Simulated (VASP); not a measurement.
Computed with PBE GGA, VASP's PBE PAW potentials (set 64) (plane waves; VASP).

A VASP calculation is set up with these files.

**INCAR**
```
! general
SYSTEM = Al
PREC   = Accurate
ENCUT  = 520
LREAL  = .False.
LASPH  = .True.

! electronic loop
EDIFF  = 1E-7
NELM   = 100
ALGO   = Normal

! smearing
ISMEAR = 1
SIGMA  = 0.1

! functional
GGA    = PE

! ions
ISIF   = 2

! output
LWAVE  = .False.
LCHARG = .False.
```

KPOINTS:
```
Regular mesh
0
Gamma
15 15 15
0 0 0
```

### POSCAR
```
Al
1
    0.0000000000     1.9975144663     1.9975144663
    1.9975144663     0.0000000000     1.9975144663
    1.9975144663     1.9975144663     0.0000000000
Al
1
Direct
  0.0000000000   0.0000000000   0.0000000000
```

POTCAR, in this order: Al (PBE.64 set). Program: vasp_std.

Output of the run:

### OUTCAR
```
 ion  position               nearest neighbor table
   1  0.000  0.000  0.000-
  LATTYP: Found a face centered cubic cell.
 ALAT       =     3.9950289326
 Subroutine PRICEL returns:
 Original cell was already a primitive cell.
 Subroutine GETGRP returns: Found 48 space group operations
The static configuration has the point symmetry O_h .
The dynamic configuration has the point symmetry O_h .
 Subroutine INISYM returns: Found 48 space group operations
 Subroutine IBZKPT returns following result:
 Found    120 irreducible k-points:

 Following reciprocal coordinates:
            Coordinates               Weight
  0.000000  0.000000  0.000000      1.000000
  0.066667  0.000000  0.000000      8.000000
  0.133333  0.000000  0.000000      8.000000
  0.200000  0.000000  0.000000      8.000000
  0.266667  0.000000  0.000000      8.000000
  0.333333  0.000000  0.000000      8.000000
  0.400000  0.000000  0.000000      8.000000
  0.466667  0.000000  0.000000      8.000000
  0.066667  0.066667  0.000000      6.000000
  0.133333  0.066667  0.000000     24.000000
  0.200000  0.066667  0.000000     24.000000
  0.266667  0.066667  0.000000     24.000000
  0.333333  0.066667  0.000000     24.000000
  0.400000  0.066667  0.000000     24.000000
  0.466667  0.066667  0.000000     24.000000
 -0.466667  0.066667  0.000000     24.000000
 -0.400000  0.066667  0.000000     24.000000
 -0.333333  0.066667  0.000000     24.000000
 -0.266667  0.066667  0.000000     24.000000
 -0.200000  0.066667  0.000000     24.000000
 -0.133333  0.066667  0.000000     24.000000
 -0.066667  0.066667  0.000000     12.000000
  0.133333  0.133333  0.000000      6.000000
  0.200000  0.133333  0.000000     24.000000
  0.266667  0.133333  0.000000     24.000000
...
```

File OSZICAR:
```
       N       E                     dE             d eps       ncg     rms          rms(c)
DAV:   1    -0.129660990934E+01   -0.12966E+01   -0.84442E+02  1240   0.328E+02
DAV:   2    -0.374463234877E+01   -0.24480E+01   -0.21118E+01  1575   0.318E+01
DAV:   3    -0.376461592748E+01   -0.19984E-01   -0.19591E-01  1630   0.354E+00
DAV:   4    -0.376467518512E+01   -0.59258E-04   -0.59245E-04  1595   0.180E-01
DAV:   5    -0.376467542322E+01   -0.23809E-06   -0.23820E-06  1570   0.962E-03    0.136E+00
DAV:   6    -0.375123430073E+01    0.13441E-01   -0.14884E-03  1480   0.296E-01    0.793E-01
DAV:   7    -0.374141901018E+01    0.98153E-02   -0.45283E-03  1390   0.481E-01    0.153E-01
DAV:   8    -0.374141597996E+01    0.30302E-05   -0.23450E-05  1540   0.520E-02    0.113E-02
DAV:   9    -0.374141438527E+01    0.15947E-05   -0.93329E-07  1520   0.699E-03    0.114E-03
DAV:  10    -0.374141405802E+01    0.32726E-06   -0.45723E-09  1145   0.772E-04    0.107E-03
DAV:  11    -0.374141399940E+01    0.58617E-07   -0.22360E-10   765   0.151E-04
   1 F= -.37414140E+01 E0= -.37414213E+01  d E =0.218488E-04
```

### OUTCAR
```
------------------------ aborting loop because EDIFF is reached ----------------------------------------
  FORCE on cell =-STRESS in cart. coord.  units (eV):
  Direction    XX          YY          ZZ          XY          YZ          ZX
  --------------------------------------------------------------------------------------
  Total        0.2711600      0.2711600      0.2711600      0.0000000     -0.0000000      0.0000000
  in kB       27.2543835     27.2543835     27.2543835      0.0000000     -0.0000000      0.0000000
  external PRESSURE =      27.2543835 kB  Pullay stress =       0.0000000 kB
  volume of cell :       15.94
      direct lattice vectors                 reciprocal lattice vectors
     0.000000000  1.997514466  1.997514466    -0.250311078  0.250311078  0.250311078
     1.997514466  0.000000000  1.997514466     0.250311078 -0.250311078  0.250311078
     1.997514466  1.997514466  0.000000000     0.250311078  0.250311078 -0.250311078
 POSITION                                       TOTAL-FORCE (eV/Angst)
 -----------------------------------------------------------------------------------
      0.00000      0.00000      0.00000         0.000000      0.000000      0.000000
 -----------------------------------------------------------------------------------
    total drift:                               -0.000000     -0.000000     -0.000000
  FREE ENERGIE OF THE ION-ELECTRON SYSTEM (eV)
  ---------------------------------------------------
  free  energy   TOTEN  =        -3.7414139994 eV

  energy  without entropy=       -3.7414358482  energy(sigma->0) =       -3.74142128
```
(Selected blocks of OUTCAR.)

### OUTCAR
```
 val. band max:        8.5169156962   @ k =   0.4000   0.1333   0.0000

 cond. band min:       8.5633633612   @ k =  -0.2667   0.2667   0.0667


 Fermi energy:         8.5181475877

 k-point     1 :       0.0000    0.0000    0.0000
  band No.  band energies     occupation
      1      -3.0104      2.00000
      2      21.1769      0.00000
      3      21.1769      0.00000
      4      21.1769      0.00000
      5      22.9338      0.00000

 k-point     2 :       0.0667    0.0000    0.0000
  band No.  band energies     occupation
      1      -2.8868      2.00000
      2      19.2390      0.00000
      3      20.7997      0.00000
      4      20.7997      0.00000
      5      23.4966      0.00000

 k-point     3 :       0.1333    0.0000    0.0000
  band No.  band energies     occupation
      1      -2.5167      2.00000
      2      16.5020      0.00000
      3      20.2162      0.00000
      4      20.2162      0.00000
      5      23.4147      0.00000

 k-point     4 :       0.2000    0.0000    0.0000
  band No.  band energies     occupation
      1      -1.9020      2.00000
      2      13.8060      0.00000
      3      19.7533      0.00000
      4      19.7533      0.00000
      5      23.1812      0.00000

 k-point     5 :       0.2667    0.0000    0.0000
  band No.  band energies     occupation
      1      -1.0460      2.00000
      2      11.2511      0.00000
      3      19.4713      0.00000
      4      19.4713      0.00000
      5      23.0186      0.00000

 k-point     6 :       0.3333    0.0000    0.0000
  band No.  band energies     occupation
      1       0.0468      2.00000
      2       8.8718     -0.00001
      3      19.3856      0.00000
      4      19.3856      0.00000
      5      22.0314      0.00000

 k-point     7 :       0.4000    0.0000    0.0000
  band No.  band energies     occupation
      1       1.3707      2.00000
      2       6.6861      2.00000
      3      19.5014      0.00000
...
```

The compound is Al in the fcc structure. This cell is one point of a volume scan, at 0.97 of the reference volume.
